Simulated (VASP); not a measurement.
# BaTiO₃ (cubic perovskite): computed properties

The numbers are results of LDA (Ceperley-Alder, Perdew-Zunger), VASP's LDA PAW potentials (set 64) (plane waves; VASP), not measurements.

- space group: Pm-3m (221)
- cell: a = 3.9525 Å, b = 3.9525 Å, c = 3.9525 Å, α = 90.00°, β = 90.00°, γ = 90.00°
- volume per atom: 12.35 Å³/atom
- band gap (over mesh and band path): 1.72 eV
- smallest direct gap (over mesh and band path): 1.83 eV
- band-edge character without spin-orbit coupling: indirect, R to Γ
- band gap with spin-orbit coupling: 1.70 eV
- density: 6.27 g/cm³
- optical Γ-point spectrum: 157i (×3), 185 (×3), 290 (×3), 477 (×3) cm⁻¹

Space group Pm-3m (No. 221); a = 3.953 Å, b = 3.953 Å, c = 3.953 Å, α = 90.00°, β = 90.00°, γ = 90.00°

```csv
atom,site,symmetry,x,y,z
Ba,1a,m-3m,0.0000,0.0000,0.0000
Ti,1b,m-3m,0.5000,0.5000,0.5000
O,3c,4/mm.m,0.0000,0.5000,0.5000
```

Measured: gap 3.20 eV (computed value off by -1.48 eV), as given by Yu-ichiro Matsushita et al., Physical Review B (2011), arXiv:1104.2769; a 4.001 Å (computed value off by -1.2 %), as given by Yubo Zhang et al., Physical Review B (2017), arXiv:1702.04817. The calculation is for a static lattice, while the measured a holds thermal and zero-point effects, which are part of the difference.  Unless said otherwise, spin-orbit coupling is left out, though it shifts the bands of the heavy elements here.

The compound is BaTiO3 in the cubic perovskite structure, the ideal cubic form; the compound distorts at low or room temperature. It was relaxed first. Symmetry was kept, so distortions that lower it aren't found.
